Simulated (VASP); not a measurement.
Be2CdS3:

```xyz
12
Lattice="5.5237 -3.1933 0.0000 5.5237 3.1933 0.0000 0.0000 0.0000 5.9756" Properties=species:S:1:pos:R:3 pbc="T T T"
Be    3.6098   -1.0108    0.0259
Be    7.4375   -1.0108    0.0259
Be    7.4375    1.0108    3.0137
Be    3.6098    1.0108    3.0137
Cd    5.5237    2.0543    5.9724
Cd    5.5237   -2.0543    2.9846
S     7.6540    0.9189    5.1455
S     3.3933    0.9189    5.1455
S     5.5237   -1.8057    5.5268
S     3.3933   -0.9189    2.1577
S     7.6540   -0.9189    2.1577
S     5.5237    1.8057    2.5390
```

The cell was built by a generator and needn't be a form met in nature.

Base run:

```yaml
Program: VASP 6.6.1
Functional: PBEsol
Potentials_or_basis: VASP PAW PBE potentials, release 64 (Be, Cd, S)
Cutoff: 520 eV
k_mesh: 6 × 6 × 4
Occupations: gaussian, width 0.03 eV
Spin: no spin polarisation
```

Its results: band gap on the k mesh 2.94 eV, direct; pressure -2.6 GPa; largest force 0.158 eV/Å.

Task: The run is repeated on the same cell with these changes: functional from PBEsol to PBE. What comes out?

Result: Band gap on the k mesh 3.07 eV, direct; pressure 0.0 GPa; largest force 0.004 eV/Å.

PBE binds less tightly than PBEsol, so the same cell stands under more pressure.

Caveats: the PAW data sets were made with another functional, which shifts forces and pressure a little (some runs).

Not every run made on this cell is shown here.
